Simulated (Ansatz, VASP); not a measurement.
# Rb2AlTlH6 in two plane-wave programs, part 2 of 2

One calculation is typed for both programs; each brings its own data sets. How far apart do they land? The cell is taken from a series of runs on this material, whose earlier steps may have relaxed, scaled, displaced or heated it; both programs get it as it stands.

VASP 6.6.1 and Ansatz 0.2.0.

So far: Set-up; VASP: dielectric response, LDA.

**3. Ansatz: dielectric response, LDA**

Level of this step: Ansatz beside VASP: Kohn-Sham DFT, plane waves, LDA (Ansatz).

Ansatz runs on its default PAW (the set named soft_2) files.

The same cell, functional (in two slightly different forms) and mesh now go to Ansatz, which takes its cutoff from its data sets.

input.yaml reads:

```yaml
crystal:
  lattice:
    - [0.0, 4.343365, 4.343365]
    - [4.343365, 0.0, 4.343365]
    - [4.343365, 4.343365, 0.0]
  atoms:
    - { symbol: Rb, position: [0.25, 0.25, 0.25] }
    - { symbol: Rb, position: [0.75, 0.75, 0.75] }
    - { symbol: Al, position: [0.5, 0.5, 0.5] }
    - { symbol: Tl, position: [0.0, 0.0, 0.0] }
    - { symbol: H, position: [0.294156, 0.705844, 0.705844] }
    - { symbol: H, position: [0.294156, 0.705844, 0.294156] }
    - { symbol: H, position: [0.705844, 0.294156, 0.705844] }
    - { symbol: H, position: [0.705844, 0.705844, 0.294156] }
    - { symbol: H, position: [0.294156, 0.294156, 0.705844] }
    - { symbol: H, position: [0.705844, 0.294156, 0.294156] }
kpoints:
  mp_grid: { grid: [4, 4, 4] }
hamiltonian:
  xc: lda
scf:
  occupations: { method: fixed }
dielectric: {}
```

On the command line:

```console
ansatz run input.yaml --threads 4 --pin off --max-ram 7372MiB --backend cpu --events-out ev --progress --plain --runs-dir out
```

Numbers of over 12 decimals in the logs are rounded to 6 here.

What it wrote:

```text
Engine: ansatz 0.2.0, x86_64-unknown-linux-gnu
Pseudopotentials: kind: paw
Pseudopotential: Rb, paw, valence charge 9, recommended cutoff 420 eV (normal), Rb.paw.azcp
Pseudopotential: Al, paw, valence charge 3, recommended cutoff 420 eV (normal), Al.paw.azcp
Pseudopotential: Tl, paw, valence charge 13, recommended cutoff 420 eV (normal), Tl.paw.azcp
Pseudopotential: H, paw, valence charge 1, recommended cutoff 420 eV (normal), H.paw.azcp
Functional definition: SPW92
  exchange = slater_x
  correlation = pw_c
Crystal: 10 atoms, lattice volume = 163.874 Å³
Basis set: ecut = 420 eV, 3143 PW (Γ), exchange–correlation on 90×90×90 points (8 copies of the dense FFT grid, shifted against one another)
Bands: 30, of which v1, the nominal top of the filled ones, is band 20 counted from 1 (19 counted from 0)
Symmetry: 48 space group operations
k-points: 13 of 64 (irreducible under 8 space group operations, time reversal used)
Non-local potential: Rb, projectors of the file, l = 0: 3, l = 1: 2, l = 2: 2
Non-local potential: Al, projectors of the file, l = 0: 2, l = 1: 2, l = 2: 1
Non-local potential: Tl, projectors of the file, l = 0: 2, l = 1: 2, l = 2: 2, l = 3: 1
Non-local potential: H, projectors of the file, l = 0: 2, l = 1: 1
PAW form: soft (Blöchl's): semilocal exchange-correlation on the pseudo side does not see the compensation charge
PAW frozen core: Rb, regenerated for the run's functional, and the local potential with it (the file was generated under x = pbe(κ = 0.804, μ = 0.219515), c = pbe(β = 0.066725))
PAW frozen core: Al, regenerated for the run's functional, and the local potential with it (the file was generated under x = pbe(κ = 0.804, μ = 0.219515), c = pbe(β = 0.066725))
PAW frozen core: Tl, regenerated for the run's functional, and the local potential with it (the file was generated under x = pbe(κ = 0.804, μ = 0.219515), c = pbe(β = 0.066725))
PAW one-centre angular grid: Rb, 110 points (default); XC on 64 Gauss nodes
PAW one-centre angular grid: Al, 110 points (default); XC on 64 Gauss nodes
PAW one-centre angular grid: Tl, 590 points (default); XC on 64 Gauss nodes
PAW one-centre angular grid: H, 110 points (default); XC on 64 Gauss nodes
Initial density: superposition of atomic densities (neutral atoms: chi_scale 0, normalization atom), corrected by the library's trained network
Initial wavefunctions: pseudopotential atomic-orbital guess
Functional: x = slater, c = lda
SCF iter   1: F=—  HF=-18095.999512 eV  |F-HF|=—  |Δ(HF+E_count)|=         —  Δρ=8.44e-3  dr2=9.42e-2  ethr=1.77e-3  ⟨swp⟩=5.1  Hψ=1476  notcnv=0  defer=100
preconditioner: auto → Resta (q_TF=auto, 2.157 Å⁻¹)  ε∞=2.9  [insulator: Δε(μ)=0.285 eV  Ē_g=12.562 eV  n_scr=26 (ndim 8)  ℏωp=17.4 eV  f_vac=0.000  ε∞_Penn≈2.9]
SCF iter   2: F=—  HF=-18095.966910 eV  |F-HF|=—  |Δ(HF+E_count)|=   3.26e-2  Δρ=3.50e-3  dr2=1.73e-2  ethr=2.35e-4  ⟨swp⟩=1.6  Hψ=506  notcnv=0  defer=96
SCF iter   3: F=—  HF=-18095.960710 eV  |F-HF|=—  |Δ(HF+E_count)|=   6.20e-3  Δρ=3.31e-4  dr2=1.55e-4  ethr=4.33e-5  ⟨swp⟩=2.0  Hψ=455  notcnv=0  defer=100
SCF iter   4: F=—  HF=-18095.960721 eV  |F-HF|=—  |Δ(HF+E_count)|=   1.16e-5  Δρ=9.18e-5  dr2=1.12e-5  ethr=3.87e-7  ⟨swp⟩=2.8  Hψ=582  notcnv=0  defer=97
SCF iter   5: F=—  HF=-18095.960724 eV  |F-HF|=—  |Δ(HF+E_count)|=   3.14e-6  Δρ=1.91e-5  dr2=3.63e-7  ethr=2.81e-8  ⟨swp⟩=2.4  Hψ=514  notcnv=0  defer=69
SCF iter   6: F=—  HF=-18095.960794 eV  |F-HF|=—  |Δ(HF+E_count)|=   6.99e-5  Δρ=5.27e-6  dr2=5.47e-8  ethr=9.09e-10  ⟨swp⟩=2.0  Hψ=549  notcnv=0  defer=61
SCF iter   7: F=—  HF=-18095.960794 eV  |F-HF|=—  |Δ(HF+E_count)|=   1.32e-8  Δρ=9.59e-7  dr2=2.29e-9  ethr=1.37e-10  ⟨swp⟩=2.0  Hψ=548  notcnv=0  defer=61
SCF iter   8: F=-18095.960794 eV  HF=-18095.960794 eV  |F-HF|=7.28e-12  |Δ(HF+E_count)|=  1.89e-10  Δρ=1.82e-7  dr2=6.31e-11  ethr=1.00e-12  ⟨swp⟩=10.9  Hψ=2341  notcnv=0
SCF 1 converged in 8 iterations: F = -18095.960794 eV  dr2 = 6.31e-11
  greatest PAW one-centre occupation: 0.973 electrons in one spin orbital (limit 2), on the Rb atom at site 1 (counted from 0), in its partial waves of l = 0
NSCF: frozen V_eff on 7 k-points
DFPT response loops at Γ: preconditioner auto → Resta (q_TF=auto, 2.157 Å⁻¹)  ε∞=12.3 (no band partly filled); β = 1.00, the filter's whole step (`scf.mixing.beta` (0.50) is not read by the response loops at its default; to damp them type it under 1.00, their step now; it binds the ground state too); Broyden in place of MSR1
── the response to a field inside a basis, on 4×4×4 k-points: an SCF that follows is theirs, and a resumed run solves both again ──
Bands: 21, of which v1, the nominal top of the filled ones, is band 20 counted from 1 (19 counted from 0)
k-points: 10 of 64 (irreducible under 12 space group operations)
Initial density: handed on by an earlier stage of this run
Initial wavefunctions: pseudopotential atomic-orbital guess (no wavefunctions were taken with the density)
Eigensolver: Dense (10 Hₖ)
SCF iter   1: F=—  HF=-18095.961153 eV  |F-HF|=—  |Δ(HF+E_count)|=         —  Δρ=1.45e-4  dr2=4.10e-5  ethr=1.00e-1
preconditioner: auto → Resta (q_TF=auto, 2.157 Å⁻¹)  ε∞=4.2  [insulator: Δε(μ)=0.814 eV  Ē_g=9.787 eV  n_scr=26 (ndim 8)  ℏωp=17.4 eV  f_vac=0.000  ε∞_Penn≈4.2]
SCF iter   2: F=—  HF=-18095.961147 eV  |F-HF|=—  |Δ(HF+E_count)|=   6.40e-6  Δρ=7.78e-5  dr2=9.63e-6  ethr=1.02e-7
SCF iter   3: F=—  HF=-18095.961146 eV  |F-HF|=—  |Δ(HF+E_count)|=   9.67e-7  Δρ=1.22e-5  dr2=1.68e-7  ethr=2.41e-8
SCF iter   4: F=-18095.961146 eV  HF=-18095.961146 eV  |F-HF|=5.71e-10  |Δ(HF+E_count)|=   3.04e-8  Δρ=1.72e-6  dr2=4.71e-9  ethr=4.19e-10
SCF 1 converged in 4 iterations: F = -18095.961146 eV  dr2 = 4.71e-9
DFPT response loops at Γ: preconditioner auto → Resta (q_TF=auto, 2.157 Å⁻¹)  ε∞=8.6 (no band partly filled); β = 1.00, the filter's whole step (`scf.mixing.beta` (0.50) is not read by the response loops at its default; to damp them type it under 1.00, their step now; it binds the ground state too); Broyden in place of MSR1
SCF converged after 8 iterations
Free energy (F): -18095.960794 eV
Harris-Foulkes:  -18095.960794 eV  (|F-HF|=7.28e-12)
Internal energy: -18095.960794 eV  (E = F + TS)
E sigma→0 (E₀):  -18095.960794 eV
Fermi energy:    4.739205 eV
--- Per-component energies (eV) ---
  E_band       = -225.955598
  E_kinetic    = 818.570946
  E_local      = -2306.078933  (includes V_loc(G=0)·N_el)
  E_nonlocal   = 693.715730
  E_hartree    = 719.927449
  E_xc         = -578.497130
  E_vxc        = -513.041484  (∫ρ·V_xc dr)
  E_paw        = -15359.134776  (= ΣΔE_a)
  E_vpaw       = -358.970177  (= ΣTr[D̂ρ^β])
  E_aug_tail   = -0.006594  (compensation charges beyond the density's cutoff)
  E_ewald      = -2084.914160
  E_core_change = 0.456674  (= ΣΔE_core)
  E_smearing   = -0.000000  (= −TS)
  E_closure    = 0.000000  (closes the sum)
  Σ components = -18095.960794   (vs F -18095.960794, Δ=0.00e0)
--- Band table (eV; the first three rows and the last of 13) ---
  k-point 0: bands = [... 16 lower, 0.7874, 0.7874, 3.2244, 3.2244, 6.7278, 6.7278, 6.7278, 8.9653, ... 6 higher]
  k-point 1: bands = [... 16 lower, 1.0278, 1.8805, 2.8168, 2.8168, 5.6841, 7.4607, 7.4607, 8.3860, ... 6 higher]
  k-point 2: bands = [... 16 lower, 1.3947, 2.3333, 2.3333, 2.4491, 5.1387, 8.3796, 8.3796, 8.8639, ... 6 higher]
  k-point 12: bands = [... 16 lower, 0.6968, 1.7027, 2.6984, 4.5704, 6.6148, 6.6148, 7.3405, 7.9345, ... 6 higher]
--- Dielectric response (ions clamped): 3 representative field directions + reference, inside a basis on a mesh of 64 k-points (Σ response iterations 15) ---
  ε∞ (high-frequency dielectric tensor):
        6.361172     0.000000    -0.000000
        0.000000     6.361172     0.000000
       -0.000000     0.000000     6.361172
  Born effective charges Z* (e; rows j = field, columns β = displacement):
    site 0:
         1.20407    0.00000    0.00000
        -0.00000    1.20407   -0.00000
         0.00000    0.00000    1.20407
    site 1:
         1.20407    0.00000   -0.00000
        -0.00000    1.20407    0.00000
        -0.00000   -0.00000    1.20407
    site 2:
         3.85805   -0.00000   -0.00000
        -0.00000    3.85805    0.00000
         0.00000    0.00000    3.85805
    site 3:
         1.61128   -0.00000   -0.00000
         0.00000    1.61128    0.00000
         0.00000   -0.00000    1.61128
    site 4:
        -2.33871    0.00000    0.00000
         0.00000   -0.80001   -0.00000
        -0.00000    0.00000   -0.80001
    site 5:
        -0.80001    0.00000    0.00000
         0.00000   -2.33871   -0.00000
        -0.00000    0.00000   -0.80001
    site 6:
        -0.80001    0.00000    0.00000
         0.00000   -2.33871   -0.00000
        -0.00000    0.00000   -0.80001
    site 7:
        -0.80001    0.00000    0.00000
         0.00000   -0.80001   -0.00000
        -0.00000    0.00000   -2.33871
    site 8:
        -0.80001    0.00000    0.00000
         0.00000   -0.80001   -0.00000
        -0.00000    0.00000   -2.33871
    site 9:
        -2.33871    0.00000    0.00000
         0.00000   -0.80001   -0.00000
        -0.00000    0.00000   -0.80001
  Z* charge neutrality: 1.086e-2 e pre-enforcement
  solved inside a basis spanned on kpoints, on 4×4×4 k-points, its susceptibility summed on 8×8×8: ε∞ is read to err by 2.4e-2, Z* by 2.4e-2 e (field_mesh: kpoints solves on kpoints); Z* is corrected for what the basis lacks
```

In the SCF lines HF is the Harris–Foulkes energy and dr2 the Hartree energy of the density residual, in eV; the loop may stop once dr2 is under the threshold and the program's other checks hold. Hψ counts applications of the Hamiltonian.

**4. Comparison**

Known differences besides the potentials themselves: the two LDA forms differ slightly; fixed occupations in Ansatz, narrow Gaussian smearing in VASP; VASP's response is taken on the typed mesh, Ansatz refines its own for the field response alone; the cutoff is 420 eV in Ansatz and 400 eV in VASP; VASP's log shows a relativistic correction to its local exchange, Ansatz's none. Total energies have different zeros and are not compared.

Both answers:

| quantity | Ansatz | VASP | difference |
| --- | --- | --- | --- |
| ε∞ xx | 6.36 | 6.84 | -6.95 % |
| ε∞ yy | 6.36 | 6.84 | -6.95 % |
| ε∞ zz | 6.36 | 6.84 | -6.95 % |

**5. Outcome**

| Item | Value |
| --- | --- |
| difference in ε∞ xx (dielectric response, LDA) | -7.0 % |

The difference in ε∞ xx is -7.0 % (dielectric response, LDA), beyond the 5 % picked in this series as the mark of a large difference. What causes the difference of the dielectric response, LDA pair stays open here. Such differences can come from data sets, numerical settings and the points named under the comparisons, not from the functional's error against experiment.

[Lines on the potential files, build, host, timing and source positions are cut from VASP's logs without a mark.]

[Logs are printed without paths, hosts, clocks, repeated set-up lines and the standing remarks that a program may print on its own settings, such as how far it seeks lower states.]

[Hosts, paths, dates, database ids (printed as entryN), source tags and the programs' standing remarks are cut or masked in the printed files.]
